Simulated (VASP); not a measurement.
# Vibrations of HgTe at several levels of theory, part 2 of 2

How much do the zone-centre frequencies of HgTe depend on the functional? The starting structure is a measured crystal structure from the Crystallography Open Database.

VASP 6.6.1.

Results so far: LDA T2 116.7 cm⁻¹; LDA at the measured cell T2 115.3 cm⁻¹; PBEsol T2 109.6 cm⁻¹.

## Step 5: Modes with PBE

Level of this step: PBE; plane waves and PAW (Hg, Te) (VASP).

PBE, the usual starting point, adds the gradient of the density. The cell comes from a relaxation at this level, not shown (73.70 Å³).

INCAR reads:

```
SYSTEM = HgTe
PREC = Accurate
ENCUT = 450
EDIFF = 1E-08
NELM = 100
ISMEAR = 0
SIGMA = 0.05
LREAL = .FALSE.
ALGO = Normal
GGA = PE
NBANDS = 15
LORBIT = 11
LWAVE = .FALSE.
LCHARG = .FALSE.
KPAR = 4
IBRION = 8
ISIF = 2
```

POSCAR reads:

```
HgTe
1.0
    0.0000000000      3.3277672772      3.3277672772
    3.3277672772      0.0000000000      3.3277672772
    3.3277672772      3.3277672772      0.0000000000
Hg Te
1 1
Direct
    0.0000000000      0.0000000000      0.0000000000
    0.7500000000      0.7500000000      0.7500000000
```

KPOINTS reads:

```
Automatic mesh
0
Gamma
10 10 10
0 0 0
```

Potentials, in the order of the species: Hg and Te (PBE family, release 64).

Command:

```bash
mpirun -np 4 vasp_std
```

The log of the run:

```text
[banner, memory and clock lines left out]
running    4 mpi-ranks, on    1 nodes
[...]
LDA part: xc-table for (Slater+PW92), standard interpolation
 POSCAR, INCAR and KPOINTS ok, starting setup
[...]
entering main loop
       N       E                     dE             d eps       ncg     rms          rms(c)
DAV:   1     0.922542991608E+02    0.92254E+02   -0.73103E+03  1426   0.909E+02
DAV:   2    -0.470714816780E+00   -0.92725E+02   -0.87635E+02  1606   0.220E+02
DAV:   3    -0.381919624583E+01   -0.33485E+01   -0.33394E+01  1732   0.437E+01
DAV:   4    -0.385212191613E+01   -0.32926E-01   -0.32924E-01  2079   0.387E+00
[...]
DAV:  16    -0.365091530645E+01   -0.45234E-07   -0.18293E-09  1125   0.278E-04    0.303E-04
DAV:  17    -0.365091529506E+01    0.11387E-07   -0.62711E-10   796   0.156E-04    0.931E-05
DAV:  18    -0.365091529840E+01   -0.33374E-08   -0.13303E-10   747   0.727E-05
   1 F= -.36509153E+01 E0= -.36508752E+01  d E =-.802294E-04
 Linear response reoptimize wavefunctions to high precision
[...]
RMM:   8    -0.379267739874E+00    0.40771E-06   -0.48281E-09  9027   0.219E-04    0.570E-05
RMM:   9    -0.379268316065E+00   -0.57619E-06   -0.36791E-09  8263   0.160E-04    0.105E-05
RMM:  10    -0.379268322541E+00   -0.64753E-08   -0.10354E-09  9247   0.211E-05    0.554E-06
 first order change of Fermi-energy  -0.95279E-04
 force on displaced ion       1 direction 1 :  -2.700  -0.000  -0.000
 Linear response progress:
  Degree of freedom:   2/  2
       N       E                     dE             d eps       ncg     rms          rms(c)
RMM:   1    -0.475844676162E-01   -0.47584E-01    0.63100E-02 12535   0.982E-01
RMM:   2    -0.481750425224E-01   -0.59057E-03   -0.16434E-03  7976   0.255E-01    0.109E-01
RMM:   3    -0.482338463813E-01   -0.58804E-04   -0.10458E-04  8275   0.601E-02    0.677E-02
RMM:   4    -0.483670204292E-01   -0.13317E-03   -0.30778E-05  8280   0.352E-02    0.865E-03
[...]
RMM:  10    -0.483929390670E-01   -0.67868E-07   -0.75446E-10  8686   0.487E-05    0.104E-05
RMM:  11    -0.483929550420E-01   -0.15975E-07   -0.29522E-09  8811   0.161E-05    0.196E-06
RMM:  12    -0.483929536663E-01    0.13756E-08    0.30143E-09  8032   0.489E-06    0.115E-06
 first order change of Fermi-energy   0.32660E-03
 force on displaced ion       2 direction 1 :  -2.700   0.000   0.000
 Linear response finished
```

It took 3.6 min on 4 MPI ranks of AMD EPYC 7R43, shared host; peak memory 1.9 GiB.

Parts of OUTCAR (step 5):

```text
  Total        0.0028501      0.0028501      0.0028501     -0.0000000      0.0000000     -0.0000000
  in kB        0.0619556      0.0619556      0.0619556     -0.0000000      0.0000000     -0.0000000
  external PRESSURE =       0.0619556 kB  Pullay stress =       0.0000000 kB

 POSITION                                       TOTAL-FORCE (eV/Angst)
 -----------------------------------------------------------------------------------
      0.00000      0.00000      0.00000         0.000000      0.000000      0.000000
      4.99165      4.99165      4.99165        -0.000000     -0.000000     -0.000000
 -----------------------------------------------------------------------------------
    total drift:                                0.000000      0.000000      0.000000

[... 1 part as in an earlier step ...]

[... 1 further part left out ...]
```

With PBE the mode is T2 97.0 cm⁻¹, -19.7 cm⁻¹ from LDA.

## Step 6: Modes with PBEsol + D3(BJ)

D3 with Becke-Johnson damping keeps a finite attraction at short range. The cell comes from a relaxation at this level, not shown (66.66 Å³).

INCAR: that of step 5 with these lines changed.

```diff
@@ -9,3 +9,4 @@
 ALGO = Normal
-GGA = PE
+GGA = PS
+IVDW = 12
 NBANDS = 15
@@ -15,3 +16,6 @@
 KPAR = 4
-IBRION = 8
+IBRION = 6
+NFREE = 2
+POTIM = 0.015
+NSW = 1
 ISIF = 2
```

POSCAR reads:

```
HgTe
1.0
    0.0000000000      3.2181416945      3.2181416945
    3.2181416945      0.0000000000      3.2181416945
    3.2181416945      3.2181416945      0.0000000000
Hg Te
1 1
Direct
    0.0000000000      0.0000000000      0.0000000000
    0.7500000000      0.7500000000      0.7500000000
```

KPOINTS is that of step 5.

Command:

```bash
mpirun -np 4 vasp_std
```

The log of the run:

```text
[banner, memory and clock lines left out]
running    4 mpi-ranks, on    1 nodes
[...]
[... a notice as in an earlier step ...]

 LDA part: xc-table for (Slater+PW92), standard interpolation
 POSCAR, INCAR and KPOINTS ok, starting setup
[...]
entering main loop
       N       E                     dE             d eps       ncg     rms          rms(c)
DAV:   1     0.978865905398E+02    0.97887E+02   -0.74506E+03  1418   0.924E+02
DAV:   2    -0.118556223413E+01   -0.99072E+02   -0.93160E+02  1606   0.228E+02
DAV:   3    -0.457007666997E+01   -0.33845E+01   -0.33739E+01  1704   0.443E+01
DAV:   4    -0.460230647958E+01   -0.32230E-01   -0.32227E-01  2085   0.387E+00
[...]
DAV:  13    -0.436298364042E+01    0.26364E-08   -0.34328E-07  1795   0.356E-03    0.978E-03
DAV:  14    -0.436298352722E+01    0.11320E-06   -0.21891E-07  1522   0.518E-03    0.101E-03
DAV:  15    -0.436298352502E+01    0.22062E-08   -0.30906E-08  1739   0.113E-03
   1 F= -.50816496E+01 E0= -.50816109E+01  d E =-.773677E-04
[... from here on, the cycles between the ionic steps are left out ...]
   2 F= -.50811880E+01 E0= -.50811498E+01  d E =-.763511E-04
   3 F= -.50811879E+01 E0= -.50811498E+01  d E =-.763500E-04
   4 F= -.50811885E+01 E0= -.50811503E+01  d E =-.763479E-04
   5 F= -.50811885E+01 E0= -.50811503E+01  d E =-.763513E-04
 Finite differences progress:
  Degree of freedom:   2/  2
  Displacement:        2/  2
  Total:               4/  4
```

Run time: 2.2 min. Hardware: 4 MPI ranks; peak memory 1.3 GiB.

From OUTCAR (step 6):

```text
 Edisp (eV)   -0.71867

 Edisp (eV)   -0.71867

  Total       0.00153     0.00337     0.00337     0.00000    -0.09373     0.00000
  in kB       0.03669     0.08099     0.08099     0.00000    -2.25283     0.00000
  external pressure =        0.07 kB  Pullay stress =        0.00 kB

 POSITION                                       TOTAL-FORCE (eV/Angst)
 -----------------------------------------------------------------------------------
      0.00000      0.00000      0.00000        -0.061518      0.000000      0.000000
      4.81221      4.82721      4.82721         0.061518     -0.000000     -0.000000
 -----------------------------------------------------------------------------------
    total drift:                               -0.000003     -0.000000     -0.000000

  FREE ENERGIE OF THE ION-ELECTRON SYSTEM (eV)
  ---------------------------------------------------
  free  energy   TOTEN  =        -5.0811884819 eV

  energy  without entropy=       -5.0811121306  energy(sigma->0) =       -5.08115031

[... 1 part as in an earlier step ...]

[... 2 further parts left out ...]
[key lines of the parts left out:]
E-fermi :   3.1065
```

The last energy, forces and stress in OUTCAR belong to the last displaced cell, not to that of POSCAR.

With PBEsol + D3(BJ) the mode is T2 119.5 cm⁻¹, +2.8 cm⁻¹ from LDA.

## Step 7: Modes with r2SCAN

r2SCAN adds the kinetic-energy density, costs more than a GGA and is run with LASPH. The cell comes from a relaxation at this level, not shown (71.15 Å³).

INCAR: that of step 6 with these lines changed.

```diff
@@ -9,4 +9,4 @@
 ALGO = Normal
-GGA = PS
-IVDW = 12
+METAGGA = R2SCAN
+LASPH = .TRUE.
 NBANDS = 15
```

POSCAR reads:

```
HgTe
1.0
    0.0000000000      3.2889064634      3.2889064634
    3.2889064634      0.0000000000      3.2889064634
    3.2889064634      3.2889064634      0.0000000000
Hg Te
1 1
Direct
    0.0000000000      0.0000000000      0.0000000000
    0.7500000000      0.7500000000      0.7500000000
```

KPOINTS is that of step 6.

Command:

```bash
mpirun -np 4 vasp_std
```

The log of the run:

```text
[banner, memory and clock lines left out]
running    4 mpi-ranks, on    1 nodes
[...]
[... a notice as in an earlier step ...]

 LDA part: xc-table for (None), standard interpolation
 POSCAR, INCAR and KPOINTS ok, starting setup
[...]
entering main loop
       N       E                     dE             d eps       ncg     rms          rms(c)
DAV:   1     0.232154435190E+02    0.23215E+02   -0.74509E+03  1410   0.932E+02
DAV:   2    -0.767116122099E+02   -0.99927E+02   -0.94188E+02  1606   0.228E+02
DAV:   3    -0.802780089009E+02   -0.35664E+01   -0.35564E+01  1683   0.458E+01
DAV:   4    -0.803048766279E+02   -0.26868E-01   -0.26866E-01  2098   0.370E+00
[...]
DAV:  16    -0.751642558996E+02   -0.16704E-07   -0.64217E-09   908   0.101E-03    0.643E-04
DAV:  17    -0.751642559129E+02   -0.13347E-07   -0.15475E-09   859   0.555E-04    0.240E-04
DAV:  18    -0.751642559158E+02   -0.29406E-08   -0.42580E-10   761   0.158E-04
   1 F= -.75164256E+02 E0= -.75164217E+02  d E =-.782867E-04
[... from here on, the cycles between the ionic steps are left out ...]
   2 F= -.75163927E+02 E0= -.75163888E+02  d E =-.774199E-04
   3 F= -.75163927E+02 E0= -.75163888E+02  d E =-.774200E-04
   4 F= -.75163928E+02 E0= -.75163889E+02  d E =-.774267E-04
   5 F= -.75163928E+02 E0= -.75163889E+02  d E =-.774220E-04
 Finite differences progress:
  Degree of freedom:   2/  2
  Displacement:        2/  2
  Total:               4/  4
```

The job ended after 10 min (4 MPI ranks; peak memory 1.4 GiB).

OUTCAR, selected parts (step 7):

```text
  Total       -0.0012107      0.0001286      0.0001286      0.0000000     -0.0618486      0.0000000
  in kB       -0.0272624      0.0028949      0.0028949      0.0000000     -1.3926938      0.0000000
  external PRESSURE =      -0.0071575 kB  Pullay stress =       0.0000000 kB

 POSITION                                       TOTAL-FORCE (eV/Angst)
 -----------------------------------------------------------------------------------
      0.00000      0.00000      0.00000        -0.043815      0.000000      0.000000
      4.91836      4.93336      4.93336         0.043815      0.000000      0.000000
 -----------------------------------------------------------------------------------
    total drift:                               -0.000036      0.000001      0.000001

  FREE ENERGIE OF THE ION-ELECTRON SYSTEM (eV)
  ---------------------------------------------------
  free  energy   TOTEN  =       -75.1639279398 eV

  energy  without entropy=      -75.1638505178  energy(sigma->0) =      -75.16388923

[... 1 part as in an earlier step ...]

[... 2 further parts left out ...]
[key lines of the parts left out:]
E-fermi :   2.3374
```

With r2SCAN the mode is T2 100.7 cm⁻¹, -16.0 cm⁻¹ from LDA.

## Step 8: Modes with r2SCAN + rVV10

rVV10 adds a nonlocal correlation energy for dispersion. The cell comes from a relaxation at this level, not shown (69.95 Å³).

INCAR: that of step 7 with these lines changed.

```diff
@@ -10,2 +10,6 @@
 METAGGA = R2SCAN
+LUSE_VDW = .TRUE.
+IVDW_NL = 2
+BPARAM = 11.95
+CPARAM = 0.0093
 LASPH = .TRUE.
```

POSCAR reads:

```
HgTe
1.0
    0.0000000000      3.2703255581      3.2703255581
    3.2703255581      0.0000000000      3.2703255581
    3.2703255581      3.2703255581      0.0000000000
Hg Te
1 1
Direct
    0.0000000000      0.0000000000      0.0000000000
    0.7500000000      0.7500000000      0.7500000000
```

KPOINTS is that of step 7.

Command:

```bash
mpirun -np 4 vasp_std
```

The log of the run:

```text
[banner, memory and clock lines left out]
running    4 mpi-ranks, on    1 nodes
[...]
|                                                                             |
|               ----> ADVICE to this user running VASP <----                  |
|                                                                             |
|     You have switched on vdW-DFT.                                           |
|     This routine was written and supplied by Jiri Klimes. We recommend      |
|     that you carefully read and cite the following publications:            |
|       J. Klimes, D.R. Bowler, A. Michelides                                 |
|          J. Phys.: Cond Matt. 22 022201 (2010)                              |
|       J. Klimes, D.R. Bowler, A. Michelides                                 |
|          Phys. Rev. B. 83, 195131 (2011)                                    |
|     and references therein.                                                 |
|                                                                             |

[...]
DAV:  15    -0.746286184424E+02    0.13242E-07   -0.11644E-07  1711   0.279E-03    0.129E-03
Total rVV10 correction in eV:      0.5316119    22.2204031
Total rVV10 correction in eV:      0.5316119    22.2204031
Total rVV10 correction in eV:      0.5316119    22.2204031
Total rVV10 correction in eV:      0.5316119    22.2204031
DAV:  16    -0.746286184502E+02   -0.77762E-08   -0.65927E-09   901   0.103E-03
Total rVV10 correction in eV:      0.5316111    22.2204031
Total rVV10 correction in eV:      0.5316111    22.2204031
Total rVV10 correction in eV:      0.5316111    22.2204031
Total rVV10 correction in eV:      0.5316111    22.2204031
Total rVV10 correction in eV:      0.5316116    22.2204031
Total rVV10 correction in eV:      0.5316116    22.2204031
Total rVV10 correction in eV:      0.5316116    22.2204031
Total rVV10 correction in eV:      0.5316116    22.2204031
   1 F= -.74628618E+02 E0= -.74628580E+02  d E =-.778480E-04
[... from here on, the cycles between the ionic steps are left out ...]
   2 F= -.74628260E+02 E0= -.74628221E+02  d E =-.769844E-04
   3 F= -.74628260E+02 E0= -.74628221E+02  d E =-.769845E-04
   4 F= -.74628259E+02 E0= -.74628220E+02  d E =-.769848E-04
   5 F= -.74628259E+02 E0= -.74628220E+02  d E =-.769863E-04
 Finite differences progress:
  Degree of freedom:   2/  2
  Displacement:        2/  2
  Total:               4/  4
```

It took 16 min on 4 MPI ranks; peak memory 1.6 GiB.

Parts of OUTCAR (step 8):

```text
  Total        0.0025341      0.0040393      0.0040393      0.0000000     -0.0720358      0.0000000
  in kB        0.0580406      0.0925147      0.0925147      0.0000000     -1.6498940      0.0000000
  external PRESSURE =       0.0810233 kB  Pullay stress =       0.0000000 kB

 POSITION                                       TOTAL-FORCE (eV/Angst)
 -----------------------------------------------------------------------------------
      0.00000      0.00000      0.00000        -0.048035      0.000000      0.000000
      4.89049      4.90549      4.90549         0.048035      0.000000      0.000000
 -----------------------------------------------------------------------------------
    total drift:                               -0.000080      0.000001      0.000001

  FREE ENERGIE OF THE ION-ELECTRON SYSTEM (eV)
  ---------------------------------------------------
  free  energy   TOTEN  =       -74.6282588389 eV

  energy  without entropy=      -74.6281818525  energy(sigma->0) =      -74.62822035

[... 1 part as in an earlier step ...]

[... 2 further parts left out ...]
[key lines of the parts left out:]
E-fermi :   2.4992
```

With r2SCAN + rVV10 the mode is T2 105.6 cm⁻¹, -11.1 cm⁻¹ from LDA.

## Step 9: The runs compared

```csv
run,T2,method,core minutes
LDA,116.7,perturbation theory,9.47
LDA at the measured cell,115.3,perturbation theory,11.5
PBEsol,109.6,perturbation theory,10.7
PBE,97.0,perturbation theory,14.5
PBEsol + D3(BJ),119.5,finite displacements,8.81
r2SCAN,100.7,finite displacements,40.5
r2SCAN + rVV10,105.6,finite displacements,62.6
```

Modes are in cm⁻¹, degenerate ones as one, matched between runs by symmetry and order. A number in brackets counts the listed modes of one symmetry from the lowest. The symmetry labels come from an automatic analysis and can be wrong where levels nearly coincide. Core minutes are wall time times ranks of the run shown, on a shared host.

## Step 10: Summary of results

| Item | Value |
| --- | --- |
| T2, LDA | 116.7 cm⁻¹ |
| T2, LDA at the measured cell | 115.3 cm⁻¹ |
| T2, PBEsol | 109.6 cm⁻¹ |
| T2, PBE | 97.0 cm⁻¹ |
| T2, PBEsol + D3(BJ) | 119.5 cm⁻¹ |
| T2, r2SCAN | 100.7 cm⁻¹ |
| T2, r2SCAN + rVV10 | 105.6 cm⁻¹ |

Among the runs matched mode by mode, on the cells relaxed at each level, the T2 mode of HgTe lies between 97.0 cm⁻¹ (PBE) and 120 cm⁻¹ (PBEsol + D3(BJ)). Taking the measured cell, +0.5 % in volume, instead of the one relaxed with LDA moves T2 by -1.4 cm⁻¹. Some levels use perturbation theory and the others finite displacements, so their times can't be compared. LASPH is on in some of these runs and off in others, which adds a little to the differences. These runs have no gap, or one under 0.08 eV; such runs hang more on mesh and smearing, and if the crystal is a semiconductor, they miss the splitting by its long-range field. Spin-orbit coupling is left out, which can matter with elements this heavy. A dispersion term summed over pairs of atoms is doubtful in a bulk metal. The frequencies are harmonic. Further runs on this material are not shown.

[Lines on the potential files, build, host, timing and source positions are cut from VASP's logs without a mark.]

[Logs are printed without paths, hosts, clocks, repeated set-up lines and the standing remarks that a program may print on its own settings, such as how far it seeks lower states.]

[Hosts, paths, dates, database ids (printed as entryN), source tags and the programs' standing remarks are cut or masked in the printed files.]
